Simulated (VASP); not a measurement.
Output of a VASP run:

### OUTCAR
```
 ion  position               nearest neighbor table
   1  0.000  0.000  0.000-   2 2.77   3 2.77   4 2.77   2 2.77   3 2.77   2 2.77   4 2.77   2 2.77
                             3 2.77   4 2.77   3 2.77   4 2.77
   2  0.000  0.500  0.500-   1 2.77   3 2.77   4 2.77   1 2.77   4 2.77   1 2.77   3 2.77   1 2.77
                             3 2.77   4 2.77   4 2.77   3 2.77
   3  0.500  0.000  0.500-   1 2.77   2 2.77   4 2.77   1 2.77   4 2.77   2 2.77   4 2.77   4 2.77
                             1 2.77   2 2.77   1 2.77   2 2.77
   4  0.500  0.500  0.000-   1 2.77   2 2.77   3 2.77   2 2.77   3 2.77   1 2.77   3 2.77   3 2.77
                             1 2.77   2 2.77   2 2.77   1 2.77
  LATTYP: Found a simple cubic cell.
 ALAT       =     3.9189100000
 Subroutine PRICEL returns:
 Original cell was already a primitive cell.
 Subroutine GETGRP returns: Found 48 space group operations
The static configuration has the point symmetry O_h .
The dynamic configuration has the point symmetry O_h .
 Subroutine INISYM returns: Found 48 space group operations
 Subroutine IBZKPT returns following result:
 Found      1 irreducible k-points:

 Following reciprocal coordinates:
            Coordinates               Weight
  0.000000  0.000000  0.000000      1.000000
   k-points           NKPTS =      1   k-points in BZ     NKDIM =      1   number of bands    NBANDS=     33
   number of dos      NEDOS =    301   number of ions     NIONS =      4
   total plane-waves  NPLWV =  13824
   dimension x,y,z NGX =    24 NGY =   24 NGZ =   24
   dimension x,y,z NGXF=    48 NGYF=   48 NGZF=   48
   ions per type =               1   3
   PREC   = accura    normal or accurate (medium, high low for compatibility)
   ISTART =      0    job   : 0-new  1-cont  2-samecut
   ICHARG =      2    charge: 1-file 2-atom 10-const
   ISPIN  =      1    spin polarized calculation?
   LNONCOLLINEAR =      F non collinear calculations
   LSORBIT =      F    spin-orbit coupling
   INIWAV =      1    electr: 0-lowe 1-rand  2-diag
   ENCUT  =  300.0 eV  22.05 Ry    4.70 a.u.   5.53  5.53  5.53*2*pi/ulx,y,z
   NELM   =    100;   NELMIN=  2; NELMDL= -5     # of ELM steps
   EDIFF  = 0.1E-05   stopping-criterion for ELM
   LREAL  =      F    real-space projection
   NLSPLINE    = F    spline interpolate recip. space projectors
   LMAXMIX     =    4 max onsite mixed and CHGCAR
   VOSKOWN=      0    Vosko Wilk Nusair interpolation
   EDIFFG = 0.1E-04   stopping-criterion for IOM
   NSW    =      0    number of steps for IOM
   NBLOCK =      1;   KBLOCK =      1    inner block; outer block
   IBRION =     -1    ionic relax: 0-MD 1-quasi-New 2-CG
   NFREE  =      0    steps in history (QN), initial steepest desc. (CG)
   ISIF   =      2    stress and relaxation
   ISYM   =      2    0-nonsym 1-usesym 2-fastsym
   TEIN   =    0.0    initial temperature
   TEBEG  =    0.0;   TEEND  =   0.0 temperature during run
   SMASS  =  -3.00    Nose mass-parameter (am)
   PSTRESS=    0.0 pullay stress
   NELECT =      55.0000    total number of electrons
   EFERMI =   0.00;   METHOD = LEGACY
   ISMEAR =    -1;   SIGMA  =   0.10  broadening in eV -4-tet -1-fermi 0-gaus
   IALGO  =     38    algorithm
   LDIAG  =      T    sub-space diagonalisation (order eigenvalues)
   IMIX   =      4    mixing-type and parameters
     AMIX     =   0.40;   BMIX     =  1.00
     AMIX_MAG =   1.60;   BMIX_MAG =  1.00
     AMIN     =   0.10
   GGA     = PS    functional components
   VOSKOWN =     0    Vosko Wilk Nusair interpolation
   LHFCALC =     F    Hartree Fock is set to
   LHFONE  =     F    Hartree Fock one center treatment
   AEXX    =    0.0000 exact exchange contribution
   IVDW    =     0    specifies the selected vdW correction
   LEPSILON=     F    determine dielectric tensor
   LRPA    =     F    only Hartree local field effects (RPA)
  energy-cutoff  :      300.00
  volume of cell :       60.19
      direct lattice vectors                 reciprocal lattice vectors
     3.918910000  0.000000000  0.000000000     0.255172995  0.000000000  0.000000000
     0.000000000  3.918910000  0.000000000     0.000000000  0.255172995  0.000000000
     0.000000000  0.000000000  3.918910000     0.000000000  0.000000000  0.255172995
 k-point     1 :   0.0000 0.0000 0.0000  plane waves:     739
 maximum number of plane-waves:       739
```

OSZICAR:
```
       N       E                     dE             d eps       ncg     rms          rms(c)
DAV:   1     0.470589725914E+03    0.47059E+03   -0.25617E+04    66   0.124E+03
DAV:   2    -0.239513703746E+02   -0.49454E+03   -0.48948E+03    76   0.464E+02
DAV:   3    -0.402000349358E+02   -0.16249E+02   -0.16120E+02   114   0.803E+01
DAV:   4    -0.405533299346E+02   -0.35329E+00   -0.35030E+00    84   0.936E+00
DAV:   5    -0.405919474062E+02   -0.38617E-01   -0.37653E-01   108   0.283E+00    0.465E+01
DAV:   6    -0.406680094015E+02   -0.76062E-01   -0.19871E+01    99   0.143E+01    0.249E+01
DAV:   7    -0.408518432525E+02   -0.18383E+00   -0.45061E+01   108   0.231E+01    0.207E+01
DAV:   8    -0.400588332806E+02    0.79301E+00   -0.20190E+00    91   0.658E+00    0.754E+00
DAV:   9    -0.397881922691E+02    0.27064E+00   -0.45886E-01   116   0.346E+00    0.517E+00
DAV:  10    -0.396218326705E+02    0.16636E+00   -0.35977E-01    68   0.443E+00    0.177E+00
DAV:  11    -0.396086368645E+02    0.13196E-01   -0.14105E-01    84   0.106E+00    0.965E-01
DAV:  12    -0.396066890811E+02    0.19478E-02   -0.53849E-03   100   0.454E-01    0.623E-01
DAV:  13    -0.396056234462E+02    0.10656E-02   -0.13960E-02    84   0.795E-01    0.454E-01
DAV:  14    -0.396047425553E+02    0.88089E-03   -0.35068E-03    68   0.449E-01    0.563E-02
DAV:  15    -0.396047406169E+02    0.19384E-05   -0.20187E-04   100   0.763E-02    0.234E-02
DAV:  16    -0.396047382944E+02    0.23225E-05   -0.15027E-05   100   0.185E-02    0.183E-02
DAV:  17    -0.396047382982E+02   -0.37453E-08   -0.67133E-06    76   0.103E-02
   1 F= -.39604738E+02 E0= -.39349357E+02  d E =-.510763E+00
```

File OUTCAR:
```
------------------------ aborting loop because EDIFF is reached ----------------------------------------
  FORCE on cell =-STRESS in cart. coord.  units (eV):
  Direction    XX          YY          ZZ          XY          YZ          ZX
  --------------------------------------------------------------------------------------
  Total       -2.6089293     -2.6089293     -2.6089293      0.0000000     -0.0000000     -0.0000000
  in kB      -69.4507643    -69.4507643    -69.4507643      0.0000000     -0.0000000     -0.0000000
  external PRESSURE =     -69.4507643 kB  Pullay stress =       0.0000000 kB
  volume of cell :       60.19
      direct lattice vectors                 reciprocal lattice vectors
     3.918910000  0.000000000  0.000000000     0.255172995  0.000000000  0.000000000
     0.000000000  3.918910000  0.000000000     0.000000000  0.255172995  0.000000000
     0.000000000  0.000000000  3.918910000     0.000000000  0.000000000  0.255172995
 POSITION                                       TOTAL-FORCE (eV/Angst)
 -----------------------------------------------------------------------------------
      0.00000      0.00000      0.00000         0.000000      0.000000      0.000000
      0.00000      1.95945      1.95945         0.000000      0.000000      0.000000
      1.95945      0.00000      1.95945         0.000000      0.000000      0.000000
      1.95945      1.95945      0.00000         0.000000      0.000000      0.000000
 -----------------------------------------------------------------------------------
    total drift:                                0.000000     -0.000000     -0.000000
  FREE ENERGIE OF THE ION-ELECTRON SYSTEM (eV)
  ---------------------------------------------------
  free  energy   TOTEN  =       -39.6047382982 eV

  energy  without entropy=      -39.0939750736  energy(sigma->0) =      -39.34935669
```
(Selected blocks of OUTCAR.)

File POSCAR:
```
NbRu3
1
    3.9189100000     0.0000000000     0.0000000000
    0.0000000000     3.9189100000     0.0000000000
    0.0000000000     0.0000000000     3.9189100000
Nb Ru
1 3
Direct
  0.0000000000   0.0000000000   0.0000000000
  0.0000000000   0.5000000000   0.5000000000
  0.5000000000   0.0000000000   0.5000000000
  0.5000000000   0.5000000000   0.0000000000
```

Reconstruct the remaining input files.

Several could match; the one computed here: the input of the run itself, PBEsol GGA, plane waves, VASP's PBE PAW potentials (set 64).

**INCAR**
```
# general
SYSTEM =NbRu3
PREC   =Accurate
ENCUT  =300   # plane-wave cut-off (eV)
LREAL  =.FALSE.   # projection in real space or not
LASPH  =.TRUE.   # aspherical one-centre terms

# electronic loop
EDIFF  =1E-6
NELM   =100   # most electronic steps
ALGO   =Normal   # blocked Davidson
LMAXMIX=4   # l cut-off of mixed one-centre charges

# smearing
ISMEAR =-1   # Fermi-Dirac
SIGMA  =0.1

# functional
GGA    =PS   # PBEsol

# ions
ISIF   =2

# output
LWAVE  =.FALSE.
LCHARG =.FALSE.
```

File KPOINTS:
```
Automatic mesh
0
Gamma
  1 1 1
```

POTCAR, in this order: Nb_sv Ru_pv (PBE.64 set). Program: vasp_std.

At this cut-off the stress carries a Pulay error, which pulls relaxed volumes low.

The structure comes from a computed database's NbRu3 entry; how it stands against other phases isn't given here. The cell was not relaxed at this level. The k-mesh is coarse (spacing up to 1.60 per Å, 2π included), so the numbers may not be converged in it. The run is one of a series of settings (KPOINTS 1×1×1 Γ-centred mesh against the base run), some of them coarse on purpose. The electron count is odd and the run is not spin-polarised, which forces a metal.
